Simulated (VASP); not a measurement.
```
W
1.0
   -1.59360     1.59360     1.59360
    1.59360    -1.59360     1.59360
    1.59360     1.59360    -1.59360
W
1
Direct
  0.00000   0.00000   0.00000
```

Calculation: PBE GGA, VASP's PBE PAW potentials (set 64) (plane waves; VASP). Run with 520 eV cut-off, 18×18×18 Γ-centred mesh, tetrahedra with Blöchl corrections, potentials W_sv.

Unless said otherwise, spin-orbit coupling is left out, though it shifts the bands of the heavy elements here.

### Question
What does the run give for the energy per atom (σ→0), band gap (on the k-mesh) with the smallest direct gap where there is one?

### Answer

| Property | Result |
|---|---|
| band gap (on the k-mesh) | none (metal, semimetal or under 0.01 eV) |
| energy per atom (σ→0) | -12.955 eV/atom |

The absolute energy has meaning only against runs of the same code, potentials and settings.

The compound is W in the bcc structure. It was relaxed first.
